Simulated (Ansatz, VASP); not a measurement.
Given: the input of a run of VASP 6.6.1 on NaLaMg6.

Contents of INCAR:

```
  PREC = Accurate
  ENCUT = 520
  EDIFF = 1E-7
  ISMEAR = -1
  SIGMA = 0.05
  LREAL = F
  LASPH = T
  NELM = 100
  ALGO = Normal
  ISIF = 2
  LWAVE = F
  LCHARG = F
  GGA = PE
  NBANDS = 25
```

KPOINTS

```
regular mesh
0
Gamma
  5 5 5
```

POSCAR

```
NaLaMg6
1.0
    5.3191620000      0.0000000000      0.0000000000
    0.0000000000      3.3877445000      5.9220290000
    0.0000000000     -3.3877445000      5.9220290000
La Mg Na
1 6 1
Direct
    0.0000000000      0.8357940000      0.8357940000
    0.5000000000      0.1668450000      0.1668450000
    0.5000000000      0.1745170000      0.6643510000
    0.5000000000      0.6643510000      0.1745170000
    0.0000000000      0.3376000000      0.3376000000
    0.0000000000      0.3312020000      0.8301180000
    0.0000000000      0.8301180000      0.3312020000
    0.5000000000      0.6595720000      0.6595720000
```

Potentials or basis: VASP PAW PBE potentials, release 64 (La, Mg, Na_pv).

The run is started by

```bash
$ cat potpaw_PBE.64/La/POTCAR potpaw_PBE.64/Mg/POTCAR potpaw_PBE.64/Na_pv/POTCAR > POTCAR
$ mpirun -np 1 vasp_std > vasp.out
```

Task: Set up the same calculation for Ansatz 0.2.0. Potentials there: Ansatz PAW.

Result: As run (the cutoff follows the program's own potentials):

The input input.yaml:

```yaml
crystal:
  lattice:
    - [5.319162, 0.0, 0.0]
    - [0.0, 3.3877445, 5.922029]
    - [0.0, -3.3877445, 5.922029]
  atoms:
    - { symbol: La, position: [0.0, 0.835794, 0.835794] }
    - { symbol: Mg, position: [0.5, 0.166845, 0.166845] }
    - { symbol: Mg, position: [0.5, 0.174517, 0.664351] }
    - { symbol: Mg, position: [0.5, 0.664351, 0.174517] }
    - { symbol: Mg, position: [0.0, 0.3376, 0.3376] }
    - { symbol: Mg, position: [0.0, 0.331202, 0.830118] }
    - { symbol: Mg, position: [0.0, 0.830118, 0.331202] }
    - { symbol: Na, position: [0.5, 0.659572, 0.659572] }
hamiltonian:
  xc: pbe
  pseudopotentials: { kind: paw }
kpoints:
  mp_grid: { grid: [5, 5, 5] }
scf:
  occupations: { method: fermi_dirac, width: 0.05 }
output:
  forces: true
  stress: true
  eigenvalues: true
```

Potentials or basis: Ansatz PAW.

The run is started by

```bash
$ ansatz run input.yaml --threads 4 --pin off --max-ram 10240MiB --backend cpu --events-out ev --progress --plain --runs-dir out
```

Both were run:

|  | VASP | Ansatz | Ansatz less VASP |
| --- | --- | --- | --- |
| gap on the k mesh at the Fermi level (eV) | none | none | - |
| pressure (GPa) | 0.0 | 0.1 | +0.07 |
| largest component of the traceless stress (GPa) | 0.13 | 0.12 | -0.007 |
| rms of the force components (eV/Å) | 0.038 | 0.038 | -0.0001 |

Atom by atom the forces differ by 0.001 eV/Å (rms over components). A gap of «none» marks a metal or a gap that the smearing closes. The two sets of potentials don't hold the same shells in valence.

The runs have no spin-orbit coupling, so splittings on La are missing.
